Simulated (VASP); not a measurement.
OSZICAR of a VASP run on InSb (zinc blende):

### OSZICAR
```
       N       E                     dE             d eps       ncg     rms          rms(c)
DAV:   1     0.112871717669E+03    0.11287E+03   -0.80295E+03  1222   0.138E+03
DAV:   2    -0.212504852837E+00   -0.11308E+03   -0.11050E+03  1297   0.317E+02
DAV:   3    -0.763006302250E+01   -0.74176E+01   -0.73857E+01  1550   0.867E+01
DAV:   4    -0.782859373048E+01   -0.19853E+00   -0.19845E+00  1523   0.166E+01
DAV:   5    -0.783854621317E+01   -0.99525E-02   -0.99520E-02  1761   0.303E+00    0.415E+00
DAV:   6    -0.771489265530E+01    0.12365E+00   -0.20775E-01  1683   0.861E+00    0.236E+00
DAV:   7    -0.769056073253E+01    0.24332E-01   -0.79807E-02  1614   0.341E+00    0.637E-01
DAV:   8    -0.768972010854E+01    0.84062E-03   -0.81694E-03  1625   0.127E+00    0.287E-01
DAV:   9    -0.769008320769E+01   -0.36310E-03   -0.75419E-04  1397   0.285E-01    0.720E-02
DAV:  10    -0.769008750451E+01   -0.42968E-05   -0.36935E-05  1608   0.505E-02    0.371E-02
DAV:  11    -0.769010803004E+01   -0.20526E-04   -0.34453E-05  1342   0.538E-02    0.218E-02
DAV:  12    -0.769010852868E+01   -0.49864E-06   -0.10263E-06  1392   0.850E-03    0.505E-03
DAV:  13    -0.769010839406E+01    0.13462E-06   -0.55122E-07  1322   0.727E-03    0.296E-03
DAV:  14    -0.769010844562E+01   -0.51558E-07   -0.19075E-08  1006   0.940E-04
   1 F= -.76901084E+01 E0= -.76901939E+01  d E =0.256434E-03
```

Which electronic solver shows in the log?

It is blocked Davidson (ALGO = Normal, or the opening steps of other solvers). The INCAR had ALGO = Normal.

Can the final energy be trusted as converged?

The calculation finished and met its thresholds. It stopped with EDIFF = 1E-7, NELM = 100 (PBEsol GGA, plane waves, VASP's PBE PAW potentials (set 64)).

The compound is InSb in the zinc blende structure. This cell is one point of a volume scan, at 0.97 of the reference volume.
